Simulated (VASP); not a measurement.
An input for Ansatz (written as the equivalent of a VASP run, and not itself run):

Ansatz 0.2 input:
```yaml
crystal:
  lattice:
    - [0.0000000, 3.2486109, 3.2486109]
    - [3.2486109, 0.0000000, 3.2486109]
    - [3.2486109, 3.2486109, 0.0000000]
  atoms:
    - { symbol: Sr, position: [0.0000000, 0.0000000, 0.0000000] }
    - { symbol: Te, position: [0.5000000, 0.5000000, 0.5000000] }
kpoints:
  mp_grid: { grid: [7, 7, 7] }
hamiltonian:
  xc: pbe
  dispersion: d4
  pseudopotentials: { kind: paw }
scf:
  occupations: { method: gaussian, width: 0.05 }
  max_iter: 100
output: { forces: true, stress: true, eigenvalues: true }
```

Q: Write the VASP files for the same calculation (PBE-D4).

A: This is not unique; one that fits is 
POSCAR:
```
SrTe
4.594230
  0.0000000000   0.7071067140   0.7071067140
  0.7071067140   0.0000000000   0.7071067140
  0.7071067140   0.7071067140   0.0000000000
Sr Te
1 1
Cartesian
  0.0000000000   0.0000000000   0.0000000000
  0.7071067140   0.7071067140   0.7071067140
```

### KPOINTS
```
Automatic mesh
0
Gamma
7 7 7
0 0 0
```

### INCAR
```
ALGO = Normal
EDIFF = 1E-7
ENCUT = 520
GGA = PE
ISIF = 2
ISMEAR = 0
IVDW = 13
LASPH = .TRUE.
LCHARG = .FALSE.
LMAXMIX = 4
LREAL = .FALSE.
LWAVE = .FALSE.
NELM = 100
PREC = Accurate
SIGMA = 0.05
SYSTEM = SrTe
```

POTCAR, in this order: Sr_sv Te (PBE.64 set). Program: vasp_std.

The two are equivalent in intent, not identical: each code has its own PAW files, so the cut-off isn't converted (ENCUT is set for VASP's; basis.ecutwfc is left out, and Ansatz then takes the one that its files recommend); Ansatz stops its SCF on the density residual and VASP on the energy change (EDIFF).

The compound is SrTe in the rock salt structure. This cell is one point of a volume scan, at 0.94 of the reference volume.
